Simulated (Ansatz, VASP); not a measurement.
# Ta2Se (Ta2Se (P4/nmm)) in two plane-wave programs

One calculation is typed for both programs; each brings its own data sets. How far apart do they land? The cell is taken from a series of runs on this material, whose earlier steps may have relaxed, scaled, displaced or heated it; both programs get it as it stands.

Calculated with Ansatz 0.2.0; plane waves, with VASP 6.6.1 beside it; relaxation of cell and atoms at r2SCAN.

## 1. Set-up

It takes space group P4/nmm (No. 129, tetragonal). Conventional cell: a = 3.383 Å, b = 3.383 Å, c = 10.237 Å, α = 90.00°, β = 90.00°, γ = 90.00°. Nearest to Ta lie 4 Se at 2.68 Å and 4 Ta at 2.89 Å. Nearest to Ta lie 8 Ta at 2.84 to 2.89 Å and 1 Se at 2.84 Å. Se has 5 Ta at 2.68 to 2.84 Å nearest. Farther neighbours and most contacts between anions are not listed.

## 2. VASP: relaxation of cell and atoms, r2SCAN

The relaxed volume is the usual yardstick between codes: in a stiff, nearly cubic crystal its relative difference is about their pressure difference at one cell divided by the bulk modulus.

Lines of VASP's logs that name or quote its potential files are left out, and so is its time.

File INCAR:

```
SYSTEM = Ta2Se
PREC = Accurate
ENCUT = 550
EDIFF = 1E-07
NELM = 120
ISMEAR = -1
SIGMA = 0.05
LREAL = .FALSE.
ALGO = Normal
METAGGA = R2SCAN
LASPH = .TRUE.
NBANDS = 34
LORBIT = 11
LWAVE = .FALSE.
LCHARG = .FALSE.
ISIF = 3
IBRION = 2
NSW = 80
EDIFFG = -0.005
GGA_COMPAT = .FALSE.
NELMIN = 4
LMIXTAU = .TRUE.
KPAR = 2
```

File POSCAR:

```
Ta2Se
1.0
    3.3825890000      0.0000000000      0.0000000000
    0.0000000000      3.3825890000      0.0000000000
    0.0000000000      0.0000000000     10.2373420000
Ta Se
4 2
Direct
    0.4999998522      0.0000000000      0.7668342036
    0.0000000000      0.4999998522      0.2331657964
    0.0000000000      0.4999998522      0.9256590236
    0.4999998522      0.0000000000      0.0743408787
    0.0000000000      0.4999998522      0.6478056511
    0.4999998522      0.0000000000      0.3521942512
```

File KPOINTS:

```
Automatic mesh
0
Gamma
11 11 4
0 0 0
```

Potentials, in the order of the species: Ta_pv and Se (PBE family, release 64).

Started as:

```console
$ mpirun -np 2 vasp_std
```

Numbers of over 12 decimals in the logs are rounded to 6 here.

Log:

```text
[banner, memory and clock lines left out]
running    2 mpi-ranks, on    1 nodes
 distrk:  each k-point on    1 cores,    2 groups
 distr:  one band on    1 cores,    1 groups

 POSCAR found type information on POSCAR TaSe
 POSCAR found :  2 types and       6 ions
|                                                                             |
|               ----> ADVICE to this user running VASP <----                  |
|                                                                             |
|     You enforced a specific xc type in the INCAR file but a different       |
|     [... a line on the potential file left out ...]
|     I HOPE YOU KNOW WHAT YOU ARE DOING!                                     |
|                                                                             |

 LDA part: xc-table for (None), standard interpolation
 POSCAR, INCAR and KPOINTS ok, starting setup
 FFT: planning ... GRIDC
 FFT: planning ... GRID_SOFT
 FFT: planning ... GRID
 WAVECAR not read
 entering main loop
       N       E                     dE             d eps       ncg     rms          rms(c)
DAV:   1     0.365875231521E+03    0.36588E+03   -0.32573E+04  4284   0.175E+03
DAV:   2    -0.213722813771E+03   -0.57960E+03   -0.57048E+03  4890   0.472E+02
DAV:   3    -0.242589741343E+03   -0.28867E+02   -0.28449E+02  5638   0.893E+01
DAV:   4    -0.243254612943E+03   -0.66487E+00   -0.65980E+00  5448   0.130E+01
DAV:   5    -0.243272836816E+03   -0.18224E-01   -0.18182E-01  6130   0.179E+00    0.303E+01
DAV:   6    -0.232670084669E+03    0.10603E+02   -0.26263E+01  5758   0.336E+01    0.139E+01
DAV:   7    -0.227007948911E+03    0.56621E+01   -0.17670E+01  5782   0.174E+01    0.699E+00
DAV:   8    -0.225764703228E+03    0.12432E+01   -0.42366E+00  5776   0.144E+01    0.130E+00
DAV:   9    -0.225994568630E+03   -0.22987E+00   -0.67382E-01  5434   0.508E+00    0.763E-01
DAV:  10    -0.226064864883E+03   -0.70296E-01   -0.38832E-01  5056   0.380E+00    0.359E-01
DAV:  11    -0.226068057729E+03   -0.31928E-02   -0.16429E-02  5196   0.872E-01    0.239E-01
DAV:  12    -0.226070467217E+03   -0.24095E-02   -0.11370E-02  5486   0.629E-01    0.115E-01
DAV:  13    -0.226072319223E+03   -0.18520E-02   -0.39694E-03  5432   0.367E-01    0.711E-02
DAV:  14    -0.226071929141E+03    0.39008E-03   -0.17028E-03  5230   0.272E-01    0.576E-02
DAV:  15    -0.226072462372E+03   -0.53323E-03   -0.20811E-03  5668   0.274E-01    0.338E-02
DAV:  16    -0.226072591639E+03   -0.12927E-03   -0.51236E-04  5496   0.126E-01    0.664E-03
DAV:  17    -0.226072606701E+03   -0.15061E-04   -0.21466E-05  5300   0.294E-02    0.383E-03
DAV:  18    -0.226072610746E+03   -0.40449E-05   -0.59840E-06  5240   0.150E-02    0.190E-03
DAV:  19    -0.226072611038E+03   -0.29266E-06   -0.90029E-07  4926   0.587E-03    0.618E-04
DAV:  20    -0.226072611100E+03   -0.61278E-07   -0.16601E-07  2996   0.277E-03
   1 F= -.22607261E+03 E0= -.22605741E+03  d E =-.226073E+03
[... from here on, the cycles between the ionic steps are left out ...]
   2 F= -.22607344E+03 E0= -.22605815E+03  d E =-.829699E-03
   4 F= -.22607334E+03 E0= -.22605795E+03  d E =0.104376E-03
   5 F= -.22607349E+03 E0= -.22605816E+03  d E =-.497591E-04
   6 F= -.22607349E+03 E0= -.22605816E+03  d E =-.497662E-04
   7 F= -.22607350E+03 E0= -.22605816E+03  d E =-.112019E-04
   8 F= -.22607351E+03 E0= -.22605815E+03  d E =-.134565E-04
   9 F= -.22607351E+03 E0= -.22605815E+03  d E =-.865636E-05
  10 F= -.22607354E+03 E0= -.22605817E+03  d E =-.300911E-04
  11 F= -.22607356E+03 E0= -.22605817E+03  d E =-.525397E-04
  12 F= -.22607357E+03 E0= -.22605819E+03  d E =-.151130E-04
  13 F= -.22607359E+03 E0= -.22605822E+03  d E =-.358646E-04
 curvature:  -3.07 expect dE=-0.107E-03 dE for cont linesearch -0.509E-07
 trial: gam= 1.25477 g(F)=  0.153E-05 g(S)=  0.335E-04 ort = 0.142E-05 (trialstep = 0.379E+00)
 search vector abs. value=  0.229E-03
 bond charge predicted
       N       E                     dE             d eps       ncg     rms          rms(c)
DAV:   1    -0.226073637281E+03   -0.43630E-04   -0.32617E-03  4370   0.395E-01    0.504E-02
DAV:   2    -0.226073608355E+03    0.28926E-04   -0.16419E-04  4444   0.852E-02    0.216E-02
DAV:   3    -0.226073601940E+03    0.64152E-05   -0.35320E-05  4882   0.398E-02    0.774E-03
DAV:   4    -0.226073600962E+03    0.97854E-06   -0.44494E-06  5220   0.128E-02    0.487E-03
DAV:   5    -0.226073601193E+03   -0.23178E-06   -0.19859E-06  4906   0.909E-03    0.345E-03
DAV:   6    -0.226073600968E+03    0.22543E-06   -0.68130E-07  4454   0.509E-03    0.147E-03
DAV:   7    -0.226073600911E+03    0.56806E-07   -0.72246E-08  2480   0.191E-03
  14 F= -.22607360E+03 E0= -.22605823E+03  d E =-.729252E-05
 trial-energy change:   -0.000007  1 .order   -0.000009   -0.000014   -0.000003
 step:   0.5042(harm=  0.5042)  dis= 0.00098  next Energy=  -226.073603 (dE=-0.929E-05)
 reached required accuracy - stopping structural energy minimisation
```

OUTCAR, selected parts (step 2):

```text
ion  position               nearest neighbor table
   1  0.500  0.000  0.767-   5 2.68   5 2.68   5 2.68   5 2.68   3 2.89   3 2.89   3 2.89   3 2.89
                             4 3.15
   2  0.000  0.500  0.233-   6 2.68   6 2.68   6 2.68   6 2.68   4 2.89   4 2.89   4 2.89   4 2.89
                             3 3.15
   3  0.000  0.500  0.926-   4 2.84   4 2.84   4 2.84   4 2.84   5 2.84   1 2.89   1 2.89   1 2.89
                             1 2.89   2 3.15
   4  0.500  0.000  0.074-   3 2.84   3 2.84   3 2.84   3 2.84   6 2.84   2 2.89   2 2.89   2 2.89
                             2 2.89   1 3.15
   5  0.000  0.500  0.648-   1 2.68   1 2.68   1 2.68   1 2.68   3 2.84
   6  0.500  0.000  0.352-   2 2.68   2 2.68   2 2.68   2 2.68   4 2.84

  LATTYP: Found a simple tetragonal cell.
 ALAT       =     3.3825890000
 C/A-ratio  =     3.0264811953

 Subroutine GETGRP returns: Found 16 space group operations
 (whereof  8 operations were pure point group operations)

The static configuration has the point symmetry D_2d.
 The point group associated with its full space group is D_4h.

 Found     63 irreducible k-points:

   k-points           NKPTS =     63   k-points in BZ     NKDIM =     63   number of bands    NBANDS=     34

   dimension x,y,z NGX =    28 NGY =   28 NGZ =   80
   dimension x,y,z NGXF=    56 NGYF=   56 NGZF=  160

   ENCUT  =  550.0 eV  40.42 Ry    6.36 a.u.   6.47  6.47 19.58*2*pi/ulx,y,z

   NELECT =      56.0000    total number of electrons

 k-points in reciprocal lattice and weights: Automatic mesh
   0.00000000  0.00000000  0.00000000       0.002
   0.09090909  0.00000000  0.00000000       0.008
   0.18181818  0.00000000  0.00000000       0.008
   0.27272727  0.00000000  0.00000000       0.008
   0.36363636  0.00000000  0.00000000       0.008
   0.45454545  0.00000000  0.00000000       0.008
   0.09090909  0.09090909  0.00000000       0.008
   0.18181818  0.09090909  0.00000000       0.017
   0.27272727  0.09090909  0.00000000       0.017
[...]
0.45454545  0.36363636  0.50000000       0.017
   0.45454545  0.45454545  0.50000000       0.008

 average (electrostatic) potential at core
       1 -43.1395       2 -43.1395       3 -42.0863       4 -42.0863       5 -58.0608
       6 -58.0607

 E-fermi :   5.9099

 k-point     1 :       0.0000    0.0000    0.0000
  band No.  band energies     occupation
    ...
     22       2.7310      2.00000
     23       2.9855      2.00000
     24       2.9855      2.00000
     25       4.8193      2.00000
     26       5.7849      1.84823
     27       6.0862      0.05708
     28       6.0862      0.05708
     29       6.2516      0.00215
     30       6.2516      0.00215
     31       6.6525      0.00000
    ...

 k-point     2 :       0.0909    0.0000    0.0000
  band No.  band energies     occupation
    ...
     24       3.1834      2.00000
     25       4.9601      2.00000
     26       5.7048      1.96740
     27       5.7543      1.91472
     28       5.9473      0.64215
     29       6.0098      0.23842
     30       6.1924      0.00700
     31       7.0718      0.00000
     32       7.2350      0.00000
     33       7.2905      0.00000
    ...

 k-point     3 :       0.1818    0.0000    0.0000
  band No.  band energies     occupation
    ...
     24       3.5398      2.00000
     25       4.9011      2.00000
     26       5.0131      2.00000
     27       5.4902      1.99955
     28       5.7585      1.90760
     29       6.2722      0.00142
     30       6.3247      0.00050
     31       6.7243      0.00000
     32       6.9672      0.00000
     33       7.0632      0.00000
    ...

  Total        0.0080115      0.0080115      0.0042808      0.0000000      0.0000000     -0.0000000
  in kB        0.1093702      0.1093702      0.0584405      0.0000000      0.0000000     -0.0000000
  external PRESSURE =       0.0923937 kB  Pullay stress =       0.0000000 kB

  energy-cutoff  :      550.00
  volume of cell :      117.36
      direct lattice vectors                 reciprocal lattice vectors
     3.377416109  0.000000000  0.000000000     0.296084334  0.000000000  0.000000000
     0.000000000  3.377416109  0.000000000     0.000000000  0.296084334  0.000000000
    -0.000000000  0.000000000 10.288537733    -0.000000000  0.000000000  0.097195542

 POSITION                                       TOTAL-FORCE (eV/Angst)
 -----------------------------------------------------------------------------------
      1.68871      0.00000      7.89470        -0.000000      0.000000      0.004847
     -0.00000      1.68871      2.39384        -0.000000      0.000000     -0.004847
      3.37742      1.68871      9.52330         0.000000      0.000000     -0.003379
      1.68871      0.00000      0.76524        -0.000000      0.000000      0.003379
     -0.00000      1.68871      6.67082         0.000000      0.000000     -0.000315
      1.68871      0.00000      3.61771        -0.000000      0.000000      0.000315
 -----------------------------------------------------------------------------------
    total drift:                                0.000158      0.000413      0.000833

  FREE ENERGIE OF THE ION-ELECTRON SYSTEM (eV)
  ---------------------------------------------------
  free  energy   TOTEN  =      -226.0736009112 eV

  energy  without entropy=     -226.0428496974  energy(sigma->0) =     -226.05822530

 reached required accuracy - stopping structural energy minimisation

 total charge
# of ion       s       p       d       tot
------------------------------------------
    1        0.325   6.159   2.372   8.856
    2        0.325   6.159   2.372   8.856
    3        0.362   6.185   2.397   8.944
    4        0.362   6.185   2.397   8.944
    5        1.462   2.423   0.068   3.953
    6        1.462   2.423   0.068   3.953
--------------------------------------------------
tot          4.298  29.533   9.675  43.506

[... 3 further parts left out ...]
```

[end of part 1 of 2]

[Lines on the potential files, build, host, timing and source positions are cut from VASP's logs without a mark.]

[Logs are printed without paths, hosts, clocks, repeated set-up lines and the standing remarks that a program may print on its own settings, such as how far it seeks lower states.]

[Hosts, paths, dates, database ids (printed as entryN), source tags and the programs' standing remarks are cut or masked in the printed files.]
